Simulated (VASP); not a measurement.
Input of a VASP 6.6.1 run:

INCAR

```
PREC = Normal ; ENCUT = 520
EDIFF = 1E-4 ; ISMEAR = 0
SIGMA = 0.15 ; LREAL = False
LASPH = True ; NELM = 60
ALGO = Fast ; ISIF = 3
LWAVE = False ; LCHARG = False
GGA = PE ; IBRION = 2
NSW = 24 ; EDIFFG = -0.08
```

File KPOINTS:

```
regular mesh
0
Gamma
  4 4 4
```

Contents of POSCAR:

```
Ti2SnTe2
1.0
    1.9400000000      1.1200595200      9.1666666700
   -1.9400000000      1.1200595200      9.1666666700
    0.0000000000     -2.2401190400      9.1666666700
Ti Sn Te
2 1 2
Direct
    0.3950000000      0.3950000000      0.3950000000
    0.6050000000      0.6050000000      0.6050000000
    0.0000000000      0.0000000000      0.0000000000
    0.7830000000      0.7830000000      0.7830000000
    0.2170000000      0.2170000000      0.2170000000
```

Potentials or basis: VASP PAW PBE potentials, release 64 (Ti_sv, Sn_d, Te).

Launch:

```bash
$ cat potpaw_PBE.64/Ti_sv/POTCAR potpaw_PBE.64/Sn_d/POTCAR potpaw_PBE.64/Te/POTCAR > POTCAR
$ mpirun -np 1 vasp_std > vasp.out
```

**Question.** What does it give for the space group after relaxing (to 0.05 Å)?

**Answer.** R-3m (No. 166).

**Question.** Predict the relaxed cell.

**Answer.** a = 10.373 Å, b = 10.373 Å, c = 10.373 Å, α = 21.31°, β = 21.31°, γ = 21.31°.

Stress tensor (GPa, compression positive):
```
0.27 0.00 0.00
0.00 0.27 0.00
0.00 0.00 0.07
```

Caveat: the k mesh is coarse (spacing up to 0.47 Å⁻¹), so the values aren't converged. Spin-orbit coupling is left out, which matters for the levels of Te.
